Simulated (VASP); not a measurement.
A convergence study with VASP on PbS (rock salt): one setting is varied, all else stays as given below, so the limit is that of these other settings. ε∞ is the independent-particle value.

```
CELL_PARAMETERS angstrom
      0.00000     2.97000     2.97000
      2.97000     0.00000     2.97000
      2.97000     2.97000     0.00000
ATOMIC_POSITIONS crystal
  Pb 0.00000 0.00000 0.00000
  S  0.50000 0.50000 0.50000
```

These are PBE GGA, VASP's PBE PAW potentials (set 64) (plane waves; VASP) values and carry that method's errors. The tightest run used: 550 eV cut-off, 7×7×7 Γ-centred mesh, Gaussian smearing of 0.050 eV, potentials Pb_d S.

Question: The settings run are NBANDS = 11; NBANDS = 12; NBANDS = 14; NBANDS = 18; NBANDS = 26; NBANDS = 42; NBANDS = 74; NBANDS = 138. From which on does the mean ε∞ stay within 0.3  of the tightest run?

Answer: From NBANDS = 18 on: it is off by 0.19 there and by no more than 0.3 in any finer run, while NBANDS = 14 is off by 0.50.
```csv
setting,mean ε∞,bands,difference judged ()
NBANDS = 11,10.39,11,5.56
NBANDS = 12,14.12,12,1.82
NBANDS = 14,15.44,14,0.50
NBANDS = 18,15.75,18,0.19
NBANDS = 26,15.83,26,0.12
NBANDS = 42,15.89,42,0.05
NBANDS = 74,15.91,74,0.04
NBANDS = 138,15.94,138,0.00
```

Left out are rungs that failed or repeat a setting and relaxations that didn't move; long series are thinned to 24 rows.

The compound is PbS in the rock salt structure. The cell was not relaxed at this level.
